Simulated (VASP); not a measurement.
Write the native input for VASP 6.6.1 that does the following.

```yaml
Task: single point
Functional: r2SCAN
Potentials_or_basis: VASP PAW PBE potentials, release 64 (Eu, Mo_sv)
Cutoff: 520 eV
k_mesh: 6 × 6 × 6
Occupations: fermi-dirac, width 0.05 eV
Spin: no spin polarisation
Further_INCAR_settings: ALGO = Normal; EDIFF = 1e-06; NBANDS = 22
```

The structure of EuMo lies in POSCAR:

```
EuMo
1.0
    3.5314500000      0.0000000000      0.0000000000
    0.0000000000      3.5314500000      0.0000000000
    0.0000000000      0.0000000000      3.5314500000
Eu Mo
1 1
Direct
    0.5000000000      0.5000000000      0.5000000000
    0.0000000000      0.0000000000      0.0000000000
```

The cell was built by a generator and needn't be a form met in nature.

These files were run (other wordings do the same):

INCAR

```
PREC = Accurate
ENCUT = 520
EDIFF = 1E-6
ISMEAR = -1
SIGMA = 0.05
LREAL = F
LASPH = T
NELM = 150
ALGO = Normal
ISIF = 2
LWAVE = F
LCHARG = F
METAGGA = R2SCAN
LMIXTAU = T
NBANDS = 22
```

KPOINTS

```
regular mesh
0
Gamma
  6 6 6
```

Potentials or basis: VASP PAW PBE potentials, release 64 (Eu, Mo_sv).

Command:

```sh
$ cat potpaw_PBE.64/Eu/POTCAR potpaw_PBE.64/Mo_sv/POTCAR > POTCAR
$ mpirun -np 1 vasp_std > vasp.out
```

Results of the run:

| Property | Result |
| --- | --- |
| Pressure | -8.1 GPa |
| Band gap on the k mesh | none (metal or under the smearing width) |

Caveat: the PAW data sets were made with another functional, which shifts forces and pressure a little; without U or exact exchange the open f shell lies at the Fermi level, which spoils levels, moments and volumes.

Run time: 3.6 min on 1 thread of Intel(R) Xeon(R) Platinum 8259CL CPU @ 2.50GHz (Skylake/Cascade Lake), on a shared host, peak memory 0.19 GiB.
